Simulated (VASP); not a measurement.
Here is the system:

```xyz
5
Lattice="3.9795 0.0000 0.0000 0.0000 3.9795 0.0000 0.0000 0.0000 3.9795" Properties=species:S:1:pos:R:3 pbc="T T T"
K      0.0000     0.0000     0.0000
Zn     1.9897     1.9897     1.9897
F      1.9897     0.0000     1.9897
F      0.0000     1.9897     1.9897
F      1.9897     1.9897     0.0000
```

Calculation: LDA (Ceperley-Alder, Perdew-Zunger), VASP's LDA PAW potentials (set 64) (plane waves; VASP 6.6.1). Settings: 520 eV cut-off, 6×6×6 Γ-centred mesh, Gaussian smearing of 0.010 eV, potentials K_sv Zn F.

**Question.** Give the electronic dielectric tensor ε∞ (DFPT, local fields included).

**Answer.** 
```
2.43  0.00  0.00
0.00  2.43  0.00
0.00  0.00  2.43
```

**Question.** Give the Born effective charges.

**Answer.** 
```csv
atom,Z*xx,Z*yy,Z*zz,mean
K1,1.20,1.20,1.20,1.20
Zn2,2.27,2.27,2.27,2.27
F3,-0.91,-1.66,-0.91,-1.16
F4,-1.66,-0.91,-0.91,-1.16
F5,-0.91,-0.91,-1.66,-1.16
```

**Question.** And the static tensor with the ions free?

**Answer.** 
```
8.95  0.00  0.00
0.00  8.95  0.00
0.00  0.00  8.95
```

**Question.** Which frequencies do the optical Γ-point modes have (no LO-TO splitting)?

**Answer.** 130 (×3), 145 (×3), 182 (×3), 468 (×3) cm⁻¹.

The compound is KZnF3 in the cubic perovskite structure. It was relaxed first, which changed the volume by -5 %.
